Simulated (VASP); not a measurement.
Input:

```yaml
crystal:
  lattice:
    - [0.00000, 2.10752, 2.10752]
    - [2.10752, 0.00000, 2.10752]
    - [2.10752, 2.10752, 0.00000]
  atoms:
    - { symbol: Ti, position: [0.00000, 0.00000, 0.00000] }
    - { symbol: N, position: [0.50000, 0.50000, 0.50000] }
```

These are PBE GGA with D3 dispersion (zero damping), VASP's PBE PAW potentials (set 64) (plane waves; VASP) values and carry that method's errors. Settings: 520 eV cut-off, Gaussian smearing of 0.050 eV, potentials Ti_sv N.

**Question.** Give the energies of bands 6 to 11 at the high-symmetry points, in eV from the Fermi level.

**Answer.** 
| band | Γ | X | U | L | W |
|---|---|---|---|---|---|
| 6 | -2.08 | -5.89 | -5.91 | -8.21 | -5.55 |
| 7 | -2.08 | -3.27 | -5.79 | -5.59 | -5.55 |
| 8 | -2.08 | -3.27 | -4.54 | -5.59 | -5.46 |
| 9 | -0.64 | -3.16 | -0.49 | 1.72 | 0.94 |
| 10 | -0.64 | 1.68 | 2.02 | 1.72 | 0.94 |
| 11 | -0.64 | 2.44 | 2.37 | 2.41 | 2.45 |

It has no gap at this level: it comes out as a metal or semimetal.

The compound is TiN in the rock salt structure. It was relaxed first. The electron count is odd and the run is not spin-polarised, which forces a metal.
